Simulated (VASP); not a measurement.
Input:

```
HfO2
1.0
    0.00000     2.56157     2.56157
    2.56157     0.00000     2.56157
    2.56157     2.56157     0.00000
Hf O
1 2
Cartesian
  0.00000   0.00000   0.00000
  1.28079   1.28079   1.28079
  3.84236   3.84236   3.84236
```

All values below come from PBE GGA, VASP's PBE PAW potentials (set 64) (plane waves; VASP). Run with 600 eV cut-off, 8×8×8 Γ-centred mesh, Gaussian smearing of 0.050 eV, potentials Hf_pv O.

Q: What does the run give for the energy per atom (σ→0), pressure?

A: 
| Property | Result |
|---|---|
| energy per atom (σ→0) | -10.078 eV/atom |
| pressure | -7.30 GPa |

The compound is HfO2 in the fluorite structure, the high-temperature cubic form, which is unstable at 0 K; the monoclinic form is the stable one. This cell was strained or had an atom moved on purpose.
